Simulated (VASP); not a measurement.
Data:

```
Ni
1.0
    0.00000     1.76000     1.76000
    1.76000     0.00000     1.76000
    1.76000     1.76000     0.00000
Ni
1
Direct
  0.00000   0.00000   0.00000
```
Starting moments (μB, in the order of the record's atoms Ni): 0.8.

The numbers are results of optB86b-vdW, VASP's PBE PAW potentials (set 64) (plane waves; VASP 6.6.1), not measurements. Settings: 520 eV cut-off, 16×16×16 Γ-centred mesh, first-order Methfessel-Paxton smearing of 0.10 eV, potentials Ni.

Energy and stress use the plane-wave basis of the starting cell.

Problem. The ions, cell shape and volume are relaxed. What does this cell relax into?

Solution. 
```
Ni
1.0
    0.00000     1.74335     1.74335
    1.74335     0.00000     1.74335
    1.74335     1.74335     0.00000
Ni
1
Direct
  0.00000   0.00000   0.00000
```
Space group Fm-3m (225), at a tolerance of 0.03 Å. The cell ends with 0.58 μB, on the sites 0.59 μB.

Problem. How do energy and volume change from the first to the last step?

Solution. The energy (σ→0) changes by -5.6 meV/atom and the volume by -2.8 %, in 3 ionic steps.

The compound is Ni in the fcc structure. This run relaxes it. Symmetry was kept, so distortions that lower it aren't found.
